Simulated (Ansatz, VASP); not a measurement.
## Cross-check of Zr4C3 (ZrC(111), strained) between VASP and Ansatz

One calculation is typed for both programs; each brings its own data sets and cutoff. How far apart do they land? The structure shown is the end of the VASP relaxation below.

Method: plane waves, with VASP 6.6.1 beside it; single point at PBEsol, in Ansatz 0.2.0.

## (1) The starting structure

The cell holds 7 atoms: 4 Zr and 3 C. Cell: a = 3.267 Å, b = 3.267 Å, c = 26.253 Å, α = 90.0°, β = 90.0°, γ = 120.0°. Vacuum lies along c.

As a file:

```
Zr C
1.0
     3.26683    0.00000    0.00000
    -1.63342    2.82916    0.00000
     0.00000    0.00000   26.25322
Zr C
4 3
Direct
  0.66667 0.33333 0.35064
  0.33333 0.66667 0.45027
  0.00000 0.00000 0.54973
  0.66667 0.33333 0.64936
  0.00000 0.00000 0.39364
  0.66667 0.33333 0.50000
  0.33333 0.66667 0.60636
```

## (2) VASP: relaxation, PBEsol

This run makes the geometry at which the two programs are then compared.

Lines of VASP's logs that name or quote its potential files are left out, and so is its time.

The input, INCAR:

```
SYSTEM = Zr4C3
PREC = Normal
ENCUT = 400
EDIFF = 1E-05
NELM = 120
ISMEAR = -1
SIGMA = 0.1
LREAL = .FALSE.
ALGO = Fast
GGA = PS
NBANDS = 37
LASPH = .TRUE.
LORBIT = 11
LWAVE = .FALSE.
LCHARG = .FALSE.
KPAR = 2
IBRION = 2
NSW = 40
ISIF = 2
EDIFFG = -0.03
POTIM = 0.4
MAXMIX = 40
IDIPOL = 3
LDIPOL = .TRUE.
DIPOL = 0.5 0.5 0.5
```

The input, POSCAR:

```
Zr4C3
1.0
    3.2668333300      0.0000000000      0.0000000000
   -1.6334166600      2.8291606500      0.0000000000
    0.0000000000      0.0000000000     26.2532156102
Zr C
4 3
Direct
    0.6666666700      0.3333333300      0.3428151482
    0.3333333300      0.6666666700      0.4476050494
    0.0000000000      0.0000000000      0.5523949506
    0.6666666700      0.3333333300      0.6571848518
    0.0000000000      0.0000000000      0.3952100988
    0.6666666700      0.3333333300      0.5000000000
    0.3333333300      0.6666666700      0.6047899012
```

The input, KPOINTS:

```
Automatic mesh
0
Gamma
12 12 1
0 0 0
```

Potentials, in the order of the species: Zr_sv and C (PBE family, release 64).

The run is started by

```bash
> mpirun -np 2 vasp_std
```

Numbers of over 12 decimals in the logs are rounded to 6 here.

Log:

```text
[banner, memory and clock lines left out]
running    2 mpi-ranks, on    1 nodes
 distrk:  each k-point on    1 cores,    2 groups
 distr:  one band on    1 cores,    1 groups

 POSCAR found type information on POSCAR ZrC
 POSCAR found :  2 types and       7 ions
|                                                                             |
|               ----> ADVICE to this user running VASP <----                  |
|                                                                             |
|     You enforced a specific xc type in the INCAR file but a different       |
|     [... a line on the potential file left out ...]
|     I HOPE YOU KNOW WHAT YOU ARE DOING!                                     |
|                                                                             |

 LDA part: xc-table for (Slater+PW92), standard interpolation
 POSCAR, INCAR and KPOINTS ok, starting setup
 FFT: planning ... GRIDC
 FFT: planning ... GRID_SOFT
 FFT: planning ... GRID
 WAVECAR not read
 entering main loop
       N       E                     dE             d eps       ncg     rms          rms(c)
DAV:   1     0.503804777901E+03    0.50380E+03   -0.28463E+04  1710   0.121E+03
DAV:   2    -0.263462938998E+02   -0.53015E+03   -0.51765E+03  1666   0.384E+02
DAV:   3    -0.795155254079E+02   -0.53169E+02   -0.52600E+02  2178   0.921E+01
DAV:   4    -0.844984446908E+02   -0.49829E+01   -0.49546E+01  2428   0.270E+01
DAV:   5    -0.848174558808E+02   -0.31901E+00   -0.31861E+00  2079   0.568E+00    0.401E+01
RMM:   6    -0.777030708316E+02    0.71144E+01   -0.10375E+02  1798   0.280E+01    0.170E+01
RMM:   7    -0.784397827610E+02   -0.73671E+00   -0.38423E+01  1702   0.187E+01    0.134E+01
RMM:   8    -0.688177936418E+02    0.96220E+01   -0.63143E+00  1682   0.966E+00    0.599E+00
RMM:   9    -0.686046866607E+02    0.21311E+00   -0.50665E+00  2042   0.644E+00    0.182E+00
RMM:  10    -0.686255261201E+02   -0.20839E-01   -0.72706E-01  2150   0.284E+00    0.117E+00
RMM:  11    -0.686398559620E+02   -0.14330E-01   -0.24150E-01  2062   0.190E+00    0.411E-01
RMM:  12    -0.686468846661E+02   -0.70287E-02   -0.10269E-01  2326   0.101E+00    0.301E-01
RMM:  13    -0.686512212294E+02   -0.43366E-02   -0.46954E-02  2285   0.716E-01    0.141E-01
RMM:  14    -0.686528754443E+02   -0.16542E-02   -0.21829E-02  2287   0.481E-01    0.740E-02
[...]
RMM:  18    -0.686548920710E+02   -0.10176E-03   -0.15502E-03  2166   0.119E-01    0.964E-02
RMM:  19    -0.686549659955E+02   -0.73924E-04   -0.78153E-04  2099   0.103E-01    0.150E-01
RMM:  20    -0.686550223388E+02   -0.56343E-04   -0.43880E-04  2020   0.879E-02    0.947E-02
RMM:  21    -0.686550750214E+02   -0.52683E-04   -0.37906E-04  2183   0.990E-02    0.123E-02
RMM:  22    -0.686551185666E+02   -0.43545E-04   -0.22962E-04  2099   0.712E-02    0.536E-02
RMM:  23    -0.686551434541E+02   -0.24887E-04   -0.11624E-04  1489   0.395E-02    0.414E-02
RMM:  24    -0.686551645663E+02   -0.21112E-04   -0.97292E-05  1418   0.376E-02    0.159E-02
RMM:  25    -0.686551688635E+02   -0.42972E-05   -0.41061E-05  1090   0.241E-02
   1 F= -.68655169E+02 E0= -.68557769E+02  d E =-.686552E+02
[... from here on, the cycles between the ionic steps are left out ...]
   2 F= -.69063695E+02 E0= -.68977108E+02  d E =-.408527E+00
[...]
WARNING in EDDRMM: call to ZHEGV failed, returncode =   6  3     24
[...]
WARNING in EDDRMM: call to ZHEGV failed, returncode =   8  4     21
   3 F= -.69165284E+02 E0= -.69083972E+02  d E =-.510116E+00
   4 F= -.69165695E+02 E0= -.69084136E+02  d E =-.510526E+00
[...]
WARNING in EDDRMM: call to ZHEGV failed, returncode =   6  3     27
   5 F= -.69180533E+02 E0= -.69099404E+02  d E =-.148378E-01
   6 F= -.69184247E+02 E0= -.69103440E+02  d E =-.185514E-01
   7 F= -.69194928E+02 E0= -.69114222E+02  d E =-.106809E-01
   8 F= -.69209470E+02 E0= -.69129007E+02  d E =-.252233E-01
   9 F= -.69209496E+02 E0= -.69129040E+02  d E =-.252494E-01
 curvature:  -3.08 expect dE=-0.133E-02 dE for cont linesearch -0.368E-05
 ZBRENT: bracketing found
 ZBRENT: accuracy reached
 trial: gam=-0.04330 g(F)=  0.431E-03 g(S)=  0.000E+00 ort =-0.199E-03 (trialstep = 0.120E+01)
 search vector abs. value=  0.510E-03
 bond charge predicted
       N       E                     dE             d eps       ncg     rms          rms(c)
DAV:   1    -0.692095199814E+02   -0.25739E-04   -0.13094E-01  1546   0.250E+00    0.855E-02
RMM:   2    -0.692097869348E+02   -0.26695E-03   -0.25482E-03  1535   0.365E-01    0.438E-02
RMM:   3    -0.692097869855E+02   -0.50676E-07   -0.47804E-04  1883   0.102E-01    0.342E-02
RMM:   4    -0.692097595301E+02    0.27455E-04   -0.15989E-04  1625   0.479E-02    0.222E-02
RMM:   5    -0.692097747246E+02   -0.15195E-04   -0.39899E-05  1196   0.236E-02    0.140E-02
RMM:   6    -0.692097799552E+02   -0.52306E-05   -0.16364E-05  1011   0.169E-02
  10 F= -.69209780E+02 E0= -.69129173E+02  d E =-.283973E-03
 trial-energy change:   -0.000284  1 .order   -0.000290   -0.000529   -0.000052
 step:   1.3336(harm=  1.3336)  dis= 0.00290  next Energy=   -69.209789 (dE=-0.293E-03)
 reached required accuracy - stopping structural energy minimisation
```

OUTCAR, selected parts (step 2):

```text
ion  position               nearest neighbor table
   1  0.667  0.333  0.343-   5 2.33   5 2.33   5 2.33   2 3.34   2 3.34   2 3.34
   2  0.333  0.667  0.448-   6 2.33   5 2.33   6 2.33   5 2.33   5 2.33   6 2.33   1 3.34   3 3.34
                             1 3.34   3 3.34   3 3.34   1 3.34
   3  0.000  0.000  0.552-   6 2.33   7 2.33   6 2.33   7 2.33   6 2.33   7 2.33   2 3.34   4 3.34
                             2 3.34   4 3.34   2 3.34   4 3.34
   4  0.667  0.333  0.657-   7 2.33   7 2.33   7 2.33   3 3.34   3 3.34   3 3.34
   5  0.000  0.000  0.395-   1 2.33   2 2.33   1 2.33   2 2.33   1 2.33   2 2.33
   6  0.667  0.333  0.500-   2 2.33   3 2.33   2 2.33   3 2.33   3 2.33   2 2.33
   7  0.333  0.667  0.605-   4 2.33   3 2.33   4 2.33   3 2.33   3 2.33   4 2.33

  LATTYP: Found a hexagonal cell.
 ALAT       =     3.2668333300
 C/A-ratio  =     8.0362886497

 Subroutine GETGRP returns: Found 12 space group operations
 (whereof  6 operations were pure point group operations)

The static configuration has the point symmetry C_3v.
 The point group associated with its full space group is D_3d.

 Found     19 irreducible k-points:

   k-points           NKPTS =     19   k-points in BZ     NKDIM =     19   number of bands    NBANDS=     37

   dimension x,y,z NGX =    16 NGY =   16 NGZ =  128
   dimension x,y,z NGXF=    32 NGYF=   32 NGZF=  256

   ENCUT  =  400.0 eV  29.40 Ry    5.42 a.u.   5.33  5.33 42.81*2*pi/ulx,y,z

   NELECT =      60.0000    total number of electrons

 k-points in reciprocal lattice and weights: Automatic mesh
   0.00000000  0.00000000  0.00000000       0.007
   0.08333333 -0.00000000  0.00000000       0.042
   0.16666667 -0.00000000  0.00000000       0.042
   0.25000000  0.00000000  0.00000000       0.042
   0.33333333 -0.00000000  0.00000000       0.042
   0.41666667 -0.00000000  0.00000000       0.042
   0.50000000  0.00000000  0.00000000       0.021
   0.08333333  0.08333333  0.00000000       0.042
   0.16666667  0.08333333  0.00000000       0.083
[...]
0.33333333  0.25000000  0.00000000       0.083
   0.33333333  0.33333333  0.00000000       0.014

 dipolmoment           0.000000      0.000000      0.000002 electrons x Angstroem

 average (electrostatic) potential at core
       1 -81.6793       2 -81.0569       3 -81.0569       4 -81.6793       5 -52.7256
       6 -52.3710       7 -52.7257

 E-fermi :   1.5224

 k-point     1 :       0.0000    0.0000    0.0000
  band No.  band energies     occupation
    ...
     26      -0.8473      2.00000
     27       0.0814      2.00000
     28       0.0816      2.00000
     29       0.9133      1.99548
     30       1.0189      1.98706
     31       2.1396      0.00417
     32       2.3462      0.00053
     33       2.3462      0.00053
     34       3.2686      0.00000
     35       3.2687      0.00000
    ...

 k-point     2 :       0.0833   -0.0000    0.0000
  band No.  band energies     occupation
    ...
     26      -0.6978      2.00000
     27      -0.2936      2.00000
     28       0.0498      2.00000
     29       0.9799      1.99122
     30       1.0857      1.97494
     31       2.0070      0.01559
     32       2.2557      0.00131
     33       2.4788      0.00014
     34       2.9766      0.00000
     35       3.1876      0.00000
    ...

 k-point     3 :       0.1667   -0.0000    0.0000
  band No.  band energies     occupation
    ...
     27      -0.6964      2.00000
     28      -0.0318      2.00000
     29       0.9607      1.99275
     30       1.1526      1.95163
     31       1.3702      1.64160
     32       2.4637      0.00016
     33       2.5701      0.00006
     34       2.8719      0.00000
     35       3.2062      0.00000
     36       3.3175      0.00000
    ...

  Total        3.0860986      3.0860985     -0.5371903      0.0000000      0.0000000     -0.0000000
  in kB       20.3776116     20.3776116     -3.5470854      0.0000000      0.0000000     -0.0000000
  external PRESSURE =      12.4027126 kB  Pullay stress =       0.0000000 kB

  energy-cutoff  :      400.00
  volume of cell :      242.64
      direct lattice vectors                 reciprocal lattice vectors
     3.266833330  0.000000000  0.000000000     0.306106832  0.176730861  0.000000000
    -1.633416660  2.829160650  0.000000000     0.000000000  0.353461724  0.000000000
     0.000000000  0.000000000 26.253215610     0.000000000  0.000000000  0.038090572

 POSITION                                       TOTAL-FORCE (eV/Angst)
 -----------------------------------------------------------------------------------
      1.63342      0.94305      9.20542         0.000000     -0.000000     -0.008382
     -0.00000      1.88611     11.82115        -0.000000      0.000000      0.001442
     -1.63342      2.82916     14.43206         0.000000     -0.000000     -0.001442
      1.63342      0.94305     17.04780        -0.000000      0.000000      0.008382
      3.26683      0.00000     10.33422         0.000000      0.000000      0.007775
      1.63342      0.94305     13.12661         0.000000      0.000000     -0.000000
     -0.00000      1.88611     15.91900        -0.000000      0.000000     -0.007775
 -----------------------------------------------------------------------------------
    total drift:                               -0.000029      0.000017      0.000175

  FREE ENERGIE OF THE ION-ELECTRON SYSTEM (eV)
  ---------------------------------------------------
  free  energy   TOTEN  =       -69.2097799552 eV

  energy  without entropy=      -69.0485662078  energy(sigma->0) =      -69.12917308

 reached required accuracy - stopping structural energy minimisation

 vacuum level on the upper side and lower side of the slab         5.766         5.766

 total charge
# of ion       s       p       d       tot
------------------------------------------
    1        2.212   5.991   1.759   9.962
    2        2.181   6.045   1.703   9.929
    3        2.181   6.045   1.703   9.929
    4        2.212   5.991   1.759   9.962
    5        0.889   1.505   0.000   2.394
    6        0.887   1.507   0.000   2.394
    7        0.889   1.505   0.000   2.394
--------------------------------------------------
tot         11.450  28.589   6.925  46.965

[... 3 further parts left out ...]
```

CONTCAR:

```
Zr4C3
   1.00000000000000
     3.2668333299999999    0.0000000000000000    0.0000000000000000
    -1.6334166600000000    2.8291606499999999    0.0000000000000000
     0.0000000000000000    0.0000000000000000   26.2532156102000016
  Zr              C
     4     3
Direct
     0.6666666699999979    0.3333333300000021    0.3506395498325871
     0.3333333300000021    0.6666666699999979    0.4502744586949849
     0.0000000000000000    1.0000000000000000    0.5497255413050148
     0.6666666699999979    0.3333333300000021    0.6493604501674128
     1.0000000000000000    0.0000000000000000    0.3936362395658329
     0.6666666699999979    0.3333333300000021    0.5000000000000000
     0.3333333300000021    0.6666666699999979    0.6063637604341670
```

(Part 1 of 2 ends here.)

[Lines on the potential files, build, host, timing and source positions are cut from VASP's logs without a mark.]

[Logs are printed without paths, hosts, clocks, repeated set-up lines and the standing remarks that a program may print on its own settings, such as how far it seeks lower states.]

[Hosts, paths, dates, database ids (printed as entryN), source tags and the programs' standing remarks are cut or masked in the printed files.]
